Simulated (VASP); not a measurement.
Level of theory: LDA (Ceperley-Alder, Perdew-Zunger), VASP's LDA PAW potentials (set 64) (plane waves; VASP 6.6.1).

VASP ran on this input.

**POSCAR**
```
Mo
1.0
 -1.4967482845   1.4967482845   1.4967482845
  1.4967482845  -1.4967482845   1.4967482845
  1.4967482845   1.4967482845  -1.4967482845
Mo
1
Direct
  0.0000000000   1.0000000000   1.0000000000
```

**KPOINTS**
```
Automatic
0
Gamma
17 17 17
0 0 0
```

**INCAR**
```
# general
SYSTEM  = Mo
PREC    = Accurate
ENCUT   = 500
LREAL   = .False.
LASPH   = .True.

# electronic loop
EDIFF   = 1E-6
NELM    = 100
ALGO    = Normal
LMAXMIX = 4

# smearing
ISMEAR  = 1
SIGMA   = 0.1

# ions
IBRION  = 2
NSW     = 40
ISIF    = 3
EDIFFG  = -0.02
PSTRESS = 450

# output
LWAVE   = .False.
LCHARG  = .False.
```

POTCAR, in this order: Mo_sv (LDA.64 set). Program: vasp_std.

Output

OSZICAR:
```
       N       E                     dE             d eps       ncg     rms          rms(c)
DAV:   1     0.920424787714E+02    0.92042E+02   -0.80712E+03  3670   0.130E+03
DAV:   2    -0.111834336706E+02   -0.10323E+03   -0.99526E+02  3786   0.352E+02
DAV:   3    -0.125147554034E+02   -0.13313E+01   -0.13198E+01  4230   0.410E+01
DAV:   4    -0.125183310896E+02   -0.35757E-02   -0.35754E-02  3941   0.243E+00
DAV:   5    -0.125183493407E+02   -0.18251E-04   -0.18252E-04  4187   0.173E-01    0.222E+01
DAV:   6    -0.120114997221E+02    0.50685E+00   -0.76580E-01  3834   0.114E+01    0.745E+00
DAV:   7    -0.119177761814E+02    0.93724E-01   -0.20743E-01  4062   0.549E+00    0.741E-01
DAV:   8    -0.119123601829E+02    0.54160E-02   -0.49660E-03  3831   0.105E+00    0.138E-01
DAV:   9    -0.119123185393E+02    0.41644E-04   -0.13251E-04  4362   0.154E-01    0.709E-02
DAV:  10    -0.119123306116E+02   -0.12072E-04   -0.11878E-05  3929   0.455E-02    0.315E-03
DAV:  11    -0.119123306094E+02    0.22071E-08   -0.90010E-08  2289   0.438E-03
   1 F= -.81452212E+01 E0= -.81451936E+01  d E =-.814522E+01
```

File OUTCAR:
```
------------------------ aborting loop because EDIFF is reached ----------------------------------------
  FORCE on cell =-STRESS in cart. coord.  units (eV):
  Direction    XX          YY          ZZ          XY          YZ          ZX
  --------------------------------------------------------------------------------------
  Total        3.7480030      3.7480030      3.7480030      0.0000000      0.0000000      0.0000000
  in kB      447.7176494    447.7176494    447.7176494      0.0000000      0.0000000      0.0000000
  external PRESSURE =      -2.2823506 kB  Pullay stress =     450.0000000 kB
  volume of cell :       13.41
      direct lattice vectors                 reciprocal lattice vectors
    -1.496748284  1.496748284  1.496748284     0.000000000  0.334057507  0.334057507
     1.496748284 -1.496748284  1.496748284     0.334057507  0.000000000  0.334057507
     1.496748284  1.496748284 -1.496748284     0.334057507  0.334057507  0.000000000
 POSITION                                       TOTAL-FORCE (eV/Angst)
 -----------------------------------------------------------------------------------
      0.00000      0.00000      0.00000         0.000000     -0.000000     -0.000000
 -----------------------------------------------------------------------------------
    total drift:                                0.000000     -0.000000      0.000000
  FREE ENERGIE OF THE ION-ELECTRON SYSTEM (eV)
  ---------------------------------------------------
  free  energy   TOTEN  =       -11.9123306094 eV

  energy  without entropy=      -11.9122477628  energy(sigma->0) =      -11.91230299
  enthalpy is  TOTEN    =        -8.1452212337 eV   P V=        3.7671093757

 reached required accuracy - stopping structural energy minimisation
```
(Selected blocks of OUTCAR.)

File OUTCAR:
```
 val. band max:       15.2333104533   @ k =   0.3529   0.1176   0.0588

 cond. band min:      15.2694416244   @ k =  -0.4706   0.4706   0.2941


 Fermi energy:        15.2574328869

 k-point     1 :       0.0000    0.0000    0.0000
  band No.  band energies     occupation
      1     -45.9287      2.00000
      2     -18.9038      2.00000
      3     -18.9038      2.00000
      4     -18.9038      2.00000
      5       7.4711      2.00000
      6      13.3960      2.00000
      7      13.3960      2.00000
      8      13.3960      2.00000
      9      17.0150     -0.00000
     10      17.0150     -0.00000
     11      30.0975      0.00000

 k-point     2 :       0.0588    0.0000    0.0000
  band No.  band energies     occupation
      1     -45.9127      2.00000
      2     -18.9879      2.00000
      3     -18.9289      2.00000
      4     -18.9048      2.00000
      5       7.6555      2.00000
      6      13.2851      2.00000
      7      13.3779      2.00000
      8      13.5735      2.00000
      9      16.8392     -0.00000
     10      17.0148     -0.00000
     11      30.2519      0.00000

 k-point     3 :       0.1176    0.0000    0.0000
  band No.  band energies     occupation
      1     -45.8664      2.00000
      2     -19.2254      2.00000
      3     -19.0004      2.00000
      4     -18.9075      2.00000
      5       8.1674      2.00000
      6      12.9822      2.00000
      7      13.3006      2.00000
      8      14.0981      2.00000
      9      16.4823     -0.00000
     10      17.0248     -0.00000
     11      30.6334      0.00000

 k-point     4 :       0.1765    0.0000    0.0000
  band No.  band energies     occupation
      1     -45.7956      2.00000
      2     -19.5759      2.00000
      3     -19.1071      2.00000
      4     -18.9118      2.00000
      5       8.8583      2.00000
      6      12.5587      2.00000
      7      13.1774      2.00000
      8      14.9443      2.00009
      9      16.2645     -0.00000
...
```

The compound is Mo in the bcc structure. It was relaxed first under an external pressure of 45 GPa.
